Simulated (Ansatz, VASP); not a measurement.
# MnGePd: VASP beside Ansatz, part 2 of 3

Wanted: the spread between two codes on one cell, functional and k mesh.

VASP 6.6.1 and Ansatz 0.2.0.

So far. Step 2 (Ansatz: single point, PBEsol): The run ends at a pressure of -5.22 GPa, with forces up to 0.38 eV/Å.

## 3. VASP: single point, PBEsol

Level of this step: PBEsol, spin-polarised from a ferromagnetic start; plane waves and PAW (Pd, Ge_d, Mn_pv) (VASP).

The same cell, functional, mesh and smearing now go to VASP, with its own data sets and cutoff.

Lines of VASP's logs that name or quote its potential files are left out, and so is its time.

INCAR

```
SYSTEM = MnGePd
PREC = Normal
ENCUT = 380
EDIFF = 1E-06
NELM = 150
ISMEAR = 1
SIGMA = 0.05
LREAL = .FALSE.
ALGO = Normal
GGA = PS
NBANDS = 67
ISPIN = 2
MAGMOM = 0 0 0 0 0 0 4 4 4
LASPH = .TRUE.
LMAXMIX = 4
LORBIT = 11
LWAVE = .FALSE.
LCHARG = .FALSE.
KPAR = 2
AMIX = 0.2
BMIX = 1E-04
AMIX_MAG = 0.8
BMIX_MAG = 1E-04
NEDOS = 1200
```

POSCAR

```
MnGePd
1.0
    6.6390000000      0.0000000000      0.0000000000
   -3.3195000000      5.7495426557      0.0000000000
    0.0000000000      0.0000000000      3.5770000000
Pd Ge Mn
3 3 3
Direct
    0.0000000000      0.2589500000      0.0000000000
    0.7410500000      0.7410500000      0.0000000000
    0.2589500000      0.0000000000      0.0000000000
    0.0000000000      0.0000000000      0.5000000000
    0.6666666667      0.3333333333      0.0000000000
    0.3333333333      0.6666666667      0.0000000000
    0.0000000000      0.5914500000      0.5000000000
    0.4085500000      0.4085500000      0.5000000000
    0.5914500000      0.0000000000      0.5000000000
```

KPOINTS

```
Automatic mesh
0
Gamma
3 3 5
0 0 0
```

Potentials, in the order of the species: Pd, Ge_d and Mn_pv (PBE family, release 64).

Run with:

```console
$ mpirun -np 2 vasp_std
```

Numbers of over 12 decimals in the logs are rounded to 6 here.

Log:

```text
[banner, memory and clock lines left out]
running    2 mpi-ranks, on    1 nodes
 distrk:  each k-point on    1 cores,    2 groups
 distr:  one band on    1 cores,    1 groups

 POSCAR found type information on POSCAR PdGeMn
 POSCAR found :  3 types and       9 ions
|                                                                             |
|               ----> ADVICE to this user running VASP <----                  |
|                                                                             |
|     You enforced a specific xc type in the INCAR file but a different       |
|     [... a line on the potential file left out ...]
|     I HOPE YOU KNOW WHAT YOU ARE DOING!                                     |
|                                                                             |

 LDA part: xc-table for (Slater+PW92), standard interpolation
 POSCAR, INCAR and KPOINTS ok, starting setup
 FFT: planning ... GRIDC
 FFT: planning ... GRID_SOFT
 FFT: planning ... GRID
 WAVECAR not read
 entering main loop
       N       E                     dE             d eps       ncg     rms          rms(c)
DAV:   1     0.130637080548E+04    0.13064E+04   -0.43974E+04  3182   0.321E+03
DAV:   2     0.162138273134E+03   -0.11442E+04   -0.10963E+04  2412   0.867E+02
DAV:   3    -0.514160398191E+02   -0.21355E+03   -0.20100E+03  2448   0.233E+02
DAV:   4    -0.697620139285E+02   -0.18346E+02   -0.17927E+02  2922   0.740E+01
DAV:   5    -0.703210838407E+02   -0.55907E+00   -0.55698E+00  2741   0.141E+01    0.279E+01
DAV:   6    -0.664740068960E+02    0.38471E+01   -0.37197E+01  2937   0.339E+01    0.209E+01
DAV:   7    -0.644957163049E+02    0.19783E+01   -0.11068E+01  2803   0.275E+01    0.112E+01
DAV:   8    -0.642915486001E+02    0.20417E+00   -0.16710E+00  2583   0.806E+00    0.728E+00
DAV:   9    -0.642042738830E+02    0.87275E-01   -0.32055E-01  3001   0.396E+00    0.436E+00
DAV:  10    -0.641639506876E+02    0.40323E-01   -0.12015E-01  2795   0.266E+00    0.203E+00
DAV:  11    -0.641672766603E+02   -0.33260E-02   -0.33814E-02  3154   0.145E+00    0.592E-01
DAV:  12    -0.641646748439E+02    0.26018E-02   -0.95775E-03  2720   0.692E-01    0.204E-01
DAV:  13    -0.641643623636E+02    0.31248E-03   -0.27815E-03  3173   0.345E-01    0.114E-01
DAV:  14    -0.641642809269E+02    0.81437E-04   -0.40607E-04  2944   0.150E-01    0.475E-02
DAV:  15    -0.641642830865E+02   -0.21596E-05   -0.81591E-05  2747   0.631E-02    0.232E-02
DAV:  16    -0.641642765535E+02    0.65330E-05   -0.31009E-05  2916   0.406E-02    0.111E-02
DAV:  17    -0.641642765615E+02   -0.79872E-08   -0.23010E-06  1856   0.980E-03
   1 F= -.64164277E+02 E0= -.64164174E+02  d E =-.307258E-03  mag=    10.1999
```

Parts of OUTCAR (step 3):

```text
ion  position               nearest neighbor table
   1  0.000  0.259  0.000-   4 2.48   4 2.48   5 2.50   6 2.50   7 2.84   7 2.84   9 2.97   9 2.97
                             8 2.97   8 2.97   2 2.98   3 2.98
   2  0.741  0.741  0.000-   4 2.48   4 2.48   5 2.50   6 2.50   8 2.84   8 2.84   9 2.97   9 2.97
                             7 2.97   7 2.97   1 2.98   3 2.98
   3  0.259  0.000  0.000-   4 2.48   4 2.48   6 2.50   5 2.50   9 2.84   9 2.84   8 2.97   7 2.97
                             8 2.97   7 2.97   1 2.98   2 2.98
   4  0.000  0.000  0.500-   1 2.48   2 2.48   1 2.48   2 2.48   3 2.48   3 2.48   8 2.71   7 2.71
                             9 2.71
   5  0.667  0.333  0.000-   1 2.50   3 2.50   2 2.50   9 2.69   9 2.69   7 2.69   7 2.69   8 2.69
                             8 2.69
   6  0.333  0.667  0.000-   3 2.50   1 2.50   2 2.50   7 2.69   7 2.69   9 2.69   9 2.69   8 2.69
                             8 2.69
   7  0.000  0.591  0.500-   6 2.69   6 2.69   5 2.69   5 2.69   4 2.71   1 2.84   1 2.84   3 2.97
                             3 2.97   2 2.97   2 2.97
   8  0.409  0.409  0.500-   6 2.69   6 2.69   5 2.69   5 2.69   4 2.71   2 2.84   2 2.84   3 2.97
                             3 2.97   1 2.97   1 2.97
   9  0.591  0.000  0.500-   5 2.69   5 2.69   6 2.69   6 2.69   4 2.71   3 2.84   3 2.84   2 2.97
                             1 2.97   2 2.97   1 2.97

  LATTYP: Found a hexagonal cell.
 ALAT       =     6.6390000000
 C/A-ratio  =     0.5387859617

 Subroutine GETGRP returns: Found 12 space group operations
 (whereof 12 operations were pure point group operations)

The static configuration has the point symmetry D_3h.

 Found      9 irreducible k-points:

   k-points           NKPTS =      9   k-points in BZ     NKDIM =      9   number of bands    NBANDS=     67

   dimension x,y,z NGX =    32 NGY =   32 NGZ =   18
   dimension x,y,z NGXF=    64 NGYF=   64 NGZF=   36

   ENCUT  =  380.0 eV  27.93 Ry    5.28 a.u.  10.55 10.55  5.69*2*pi/ulx,y,z

   NELECT =     111.0000    total number of electrons

 k-points in reciprocal lattice and weights: Automatic mesh
   0.00000000  0.00000000  0.00000000       0.022
   0.33333333  0.00000000  0.00000000       0.133
   0.33333333  0.33333333  0.00000000       0.044
   0.00000000  0.00000000  0.20000000       0.044
   0.33333333  0.00000000  0.20000000       0.267
   0.33333333  0.33333333  0.20000000       0.089
   0.00000000  0.00000000  0.40000000       0.044
   0.33333333  0.00000000  0.40000000       0.267
   0.33333333  0.33333333  0.40000000       0.089

 average (electrostatic) potential at core
       1 -72.3538       2 -72.3538       3 -72.3538       4 -70.2924       5 -70.0173
       6 -70.0173       7 -65.7692       8 -65.7692       9 -65.7692

 E-fermi :   8.7652

 spin component 1
 k-point     1 :       0.0000    0.0000    0.0000
  band No.  band energies     occupation
    ...
     57       7.0628      1.00000
     58       7.1637      1.00000
     59       7.1637      1.00000
     60       7.3575      1.00000
     61       7.3575      1.00000
     62       9.0307     -0.00000
     63      11.9034      0.00000
     64      12.4706      0.00000
     65      12.4706      0.00000
     66      13.3387      0.00000
    ...

 k-point     2 :       0.3333    0.0000    0.0000
  band No.  band energies     occupation
    ...
     57       7.1372      1.00000
     58       7.2708      1.00000
     59       7.4776      1.00000
     60       7.6990      1.00000
     61       8.5615      1.00000
     62      10.2939      0.00000
     63      10.3108      0.00000
     64      10.9630      0.00000
     65      12.3915      0.00000
     66      13.2003      0.00000
    ...

 k-point     3 :       0.3333    0.3333    0.0000
  band No.  band energies     occupation
    ...
     56       7.2948      1.00000
     57       7.2949      1.00000
     58       7.2972      1.00000
     59       7.2972      1.00000
     60       7.5594      1.00000
     61      10.0593      0.00000
     62      10.3166      0.00000
     63      10.3166      0.00000
     64      11.7099      0.00000
     65      11.7099      0.00000
    ...

 k-point     4 :       0.0000    0.0000    0.2000
  band No.  band energies     occupation
    ...
     58       7.5101      1.00000
     59       7.5101      1.00000
     60       7.5529      1.00000
     61       7.5540      1.00000
     62       7.5908      1.00000
     63      10.8170      0.00000
     64      10.8942      0.00000
     65      12.2986      0.00000
     66      12.2986      0.00000
     67      13.4657      0.00000

 k-point     5 :       0.3333    0.0000    0.2000
  band No.  band energies     occupation
    ...
     57       7.1022      1.00000
     58       7.2356      1.00000
     59       8.0965      1.00000
     60       8.4219      1.00000
     61       8.5894      1.00000
     62       9.1916     -0.00000
     63      10.0445      0.00000
     64      10.5076      0.00000
     65      11.1294      0.00000
     66      11.2592      0.00000
    ...

 k-point     6 :       0.3333    0.3333    0.2000
  band No.  band energies     occupation
    ...
     56       7.0118      1.00000
     57       7.0430      1.00000
     58       7.7480      1.00000
     59       7.9774      1.00000
     60       7.9774      1.00000
     61       9.6344     -0.00000
     62       9.6344     -0.00000
     63      10.1657      0.00000
     64      10.7301      0.00000
     65      10.8759      0.00000
    ...

  Total       -5.3669686     -5.3669686     -4.1804963      0.0000000     -0.0000000      0.0000000
  in kB      -62.9774005    -62.9774005    -49.0550262      0.0000000     -0.0000000      0.0000000
  external PRESSURE =     -58.3366091 kB  Pullay stress =       0.0000000 kB

  energy-cutoff  :      380.00
  volume of cell :      136.54
      direct lattice vectors                 reciprocal lattice vectors
     6.639000000  0.000000000  0.000000000     0.150625094  0.086963439  0.000000000
    -3.319500000  5.749542656  0.000000000     0.000000000  0.173926877  0.000000000
     0.000000000  0.000000000  3.577000000     0.000000000  0.000000000  0.279563880

 POSITION                                       TOTAL-FORCE (eV/Angst)
 -----------------------------------------------------------------------------------
     -0.85958      1.48884      0.00000        -0.193060      0.334391     -0.000000
      2.45992      4.26070      0.00000        -0.193060     -0.334391     -0.000000
      1.71917      0.00000      0.00000         0.386121      0.000000      0.000000
      0.00000      0.00000      1.78850        -0.000000      0.000000     -0.000000
      3.31950      1.91651      0.00000        -0.000000      0.000000     -0.000000
     -0.00000      3.83303      0.00000        -0.000000      0.000000     -0.000000
     -1.96332      3.40057      1.78850        -0.032395      0.056110     -0.000000
      1.35618      2.34898      1.78850        -0.032395     -0.056110      0.000000
      3.92664      0.00000      1.78850         0.064790      0.000000     -0.000000
 -----------------------------------------------------------------------------------
    total drift:                                0.000212      0.000366     -0.000067

  FREE ENERGIE OF THE ION-ELECTRON SYSTEM (eV)
  ---------------------------------------------------
  free  energy   TOTEN  =       -64.1642765615 eV

  energy  without entropy=      -64.1639693036  energy(sigma->0) =      -64.16417414

 total charge
# of ion       s       p       d       tot
------------------------------------------
    1        0.484   0.613   8.572   9.669
    2        0.484   0.613   8.572   9.669
    3        0.484   0.613   8.572   9.669
    4        1.100   1.281  10.115  12.496
    5        1.107   1.257  10.068  12.432
    6        1.107   1.257  10.068  12.432
    7        0.243   6.201   5.018  11.461
    8        0.243   6.201   5.018  11.461
    9        0.243   6.201   5.018  11.461
--------------------------------------------------
tot          5.494  24.234  71.021 100.749

 magnetization (x)
# of ion       s       p       d       tot
------------------------------------------
    1       -0.027  -0.036   0.029  -0.035
    2       -0.027  -0.036   0.029  -0.035
    3       -0.027  -0.036   0.029  -0.035
    4       -0.012  -0.068   0.004  -0.076
    5       -0.014  -0.138   0.008  -0.144
    6       -0.014  -0.138   0.008  -0.144
    7        0.028   0.018   3.420   3.465
    8        0.028   0.018   3.420   3.465
    9        0.028   0.018   3.420   3.465
--------------------------------------------------
tot         -0.038  -0.397  10.365   9.930

[... 6 further parts left out ...]
```

The run ends at a pressure of -5.83 GPa, with forces up to 0.39 eV/Å.

## 4. Side by side

Known differences besides the potentials themselves: the data sets hold 141 valence electrons in Ansatz (default PAW (the set named soft_2) files) and 111 in VASP; the cutoff is 420 eV in Ansatz and 380 eV in VASP (PREC = Normal); Ansatz makes its cores anew for this functional, VASP keeps those of its PBE data sets; site moments are counted in spheres of each program's own size. Total energies have different zeros and are not compared.

Compared:

```csv
quantity,Ansatz,VASP,difference
pressure (GPa),-5.22,-5.83,+0.61
total moment (μB),10.20,10.20,0.00
moment on Mn7 (μB),3.46,3.46,0.00
moment on Mn8 (μB),3.46,3.46,0.00
moment on Mn9 (μB),3.46,3.46,0.00
moment on Ge5 (μB),-0.11,-0.14,+0.03
moment on Ge6 (μB),-0.11,-0.14,+0.03
moment on Ge4 (μB),-0.06,-0.08,+0.02
```

Forces (eV/Å; atoms numbered as in POSCAR):

```csv
atom,"Ansatz x, y, z","VASP x, y, z"
Pd1,"-0.192, 0.333, 0.000","-0.193, 0.334, 0.000"
Pd2,"-0.192, -0.333, 0.000","-0.193, -0.334, 0.000"
Pd3,"0.384, 0.000, 0.000","0.386, 0.000, 0.000"
Ge4,"0.000, 0.000, 0.000","0.000, 0.000, 0.000"
Ge5,"0.000, 0.000, 0.000","0.000, 0.000, 0.000"
Ge6,"0.000, 0.000, 0.000","0.000, 0.000, 0.000"
Mn7,"-0.032, 0.055, 0.000","-0.032, 0.056, 0.000"
Mn8,"-0.032, -0.055, 0.000","-0.032, -0.056, 0.000"
Mn9,"0.064, 0.000, 0.000","0.065, 0.000, 0.000"
```

The forces differ by 0.7 meV/Å r.m.s., which is 0.5 % of the r.m.s. force of 0.13 eV/Å (both taken over all components).

## 5. Ansatz: single point, PBEsol, DFT+U

A single point gives forces, pressure and levels at one fixed geometry, so differences don't come from the geometry; what else differs is listed under the comparison.

input.yaml

```yaml
crystal:
  lattice:
    - [6.639, 0.0, 0.0]
    - [-3.3195, 5.7495426557, 0.0]
    - [0.0, 0.0, 3.577]
  atoms:
    - { symbol: Pd, position: [0.0, 0.25895, 0.0] }
    - { symbol: Pd, position: [0.74105, 0.74105, 0.0] }
    - { symbol: Pd, position: [0.25895, 0.0, 0.0] }
    - { symbol: Ge, position: [0.0, 0.0, 0.5] }
    - { symbol: Ge, position: [0.6666666667, 0.3333333333, 0.0] }
    - { symbol: Ge, position: [0.3333333333, 0.6666666667, 0.0] }
    - { symbol: Mn, position: [0.0, 0.59145, 0.5], spin: 4.0 }
    - { symbol: Mn, position: [0.40855, 0.40855, 0.5], spin: 4.0 }
    - { symbol: Mn, position: [0.59145, 0.0, 0.5], spin: 4.0 }
hamiltonian:
  xc: pbesol
  pseudopotentials: { kind: paw }
  hubbard: { sites: [{ species: Mn, l: d, u_eff: 5.0 }] }
magnetization:
  spin_polarized: true
kpoints:
  mp_grid: { grid: [3, 3, 5] }
scf:
  occupations: { method: methfessel_paxton, width: 0.05 }
  n_extra_bands: 14
output:
  forces: true
  stress: true
  eigenvalues: true
```

Run with:

```console
$ ansatz run input.yaml --threads 4 --pin off --max-ram 9216MiB --backend cpu --events-out ev --progress --plain --runs-dir out
```

Log:

```text
[...]
Pd: projections on atomic orbitals take those of the free atom [Ar 3d10] 4s2 4p6 4d10, of charge +0.00 (hamiltonian.pseudopotentials.projection_atoms); the dataset's partial waves leave at most 1.0e-5 of an orbital's norm unspanned inside its sphere
[...]
k-point 1 ↑: bands = [... 67 lower, 13.0853, 13.0853, 13.4684, 13.6602, 13.6602, 13.8746, 14.4563, 14.4563, ... 10 higher]
  k-point 2 ↑: bands = [... 67 lower, 13.0580, 13.3799, 13.3799, 13.7991, 14.4822, 14.4822, 14.7811, 15.0123, ... 10 higher]
  k-point 8 ↓: bands = [... 67 lower, 18.4709, 18.4709, 19.0698, 19.0888, 19.0888, 19.7869, 19.8083, 19.8083, ... 10 higher]
Occupation matrices written to <dir>
[key lines of the parts left out:]
SCF converged after 15 iterations
Magnetization: 12.5236 μB (76.7618 up, 64.2382 down)
Free energy (F): -45083.353718 eV
Fermi energy:    16.649921 eV
P = ⅓ Tr σ = 7.3345 GPa (73.345 kbar)
```

The job ended after 12 s (4 threads of Arm Neoverse V1, shared host; peak memory 0.7 GiB; 48 s of CPU time).

The run ends at a pressure of 7.33 GPa, with forces up to 0.058 eV/Å.

(Continued in part 3 of 3.)

[Lines on the potential files, build, host, timing and source positions are cut from VASP's logs without a mark.]

[Logs are printed without paths, hosts, clocks, repeated set-up lines and the standing remarks that a program may print on its own settings, such as how far it seeks lower states.]

[Hosts, paths, dates, database ids (printed as entryN), source tags and the programs' standing remarks are cut or masked in the printed files.]
